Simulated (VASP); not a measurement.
The cell holds one FeAl (CsCl type) (110) slab, with vacuum along c, ions free to move until forces fall under 0.03 eV/Å, no reconstruction beyond this cell, dipole correction on.

Consider the following.

```
CELL_PARAMETERS angstrom
      2.83990     0.00000     0.00000
      0.00000     4.01623     0.00000
      0.00000     0.00000    24.67925
ATOMIC_POSITIONS crystal
  Al 0.50000 0.00000 0.33685
  Al 0.50000 0.50000 0.41871
  Al 0.50000 0.00000 0.50000
  Al 0.50000 0.50000 0.58129
  Al 0.50000 0.00000 0.66315
  Fe 0.00000 0.50000 0.33779
  Fe 0.00000 0.00000 0.41878
  Fe 0.00000 0.50000 0.50000
  Fe 0.00000 0.00000 0.58122
  Fe 0.00000 0.50000 0.66221
```

Computed with r2SCAN meta-GGA, VASP's PBE PAW potentials (set 64) (plane waves; VASP). Numerical set-up: 400 eV cut-off, 10×7×1 Γ-centred mesh, first-order Methfessel-Paxton smearing of 0.10 eV, potentials Al Fe.

Slab and bulk use different k-meshes, so the surface energy is good to a few per cent at best.

Q: Predict its surface energy, work function, band gap (on the k-mesh).

A: 
```
Quantity                                                     Value
------------------------  ----------------------------------------
surface energy                                           2.62 J/m²
work function                                              4.78 eV
band gap (on the k-mesh)  none (metal, semimetal or under 0.01 eV)
```

The cell is a thin slab with vacuum, built from FeAl (CsCl type): (110) face. The run is not spin-polarised, so no magnetic state was tried.
